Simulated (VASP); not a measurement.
Given:

```
YSi
1.0
    3.51626     0.00000     0.00000
    0.00000     3.51626     0.00000
    0.00000     0.00000     3.51626
Y Si
1 1
Cartesian
  0.00000   0.00000   0.00000
  1.75813   1.75813   1.75813
```

Calculation: PBEsol GGA, VASP's PBE PAW potentials (set 64) (plane waves; VASP). Numerical set-up: 400 eV cut-off, 9×9×9 Γ-centred mesh, first-order Methfessel-Paxton smearing of 0.10 eV, potentials Y_sv Si.

### Question
The ions, cell shape and volume are relaxed. What does this cell relax into?

### Answer

```
YSi
1.0
    3.49743     0.00000     0.00000
    0.00000     3.49743     0.00000
    0.00000     0.00000     3.49743
Y Si
1 1
Cartesian
  0.00000   0.00000   0.00000
  1.74872   1.74872   1.74872
```
Space group Pm-3m (221), at a tolerance of 0.03 Å.

### Question
How do energy and volume change from the first to the last step?

### Answer
The energy (σ→0) changes by -1.4 meV/atom and the volume by -1.6 %, in 3 ionic steps.

The structure was generated: YSi was put into the CsCl type (Pm-3m), which need not be its known phase. This run relaxes it. Symmetry was kept, so distortions that lower it aren't found. The electron count is odd and the run is not spin-polarised, which forces a metal.
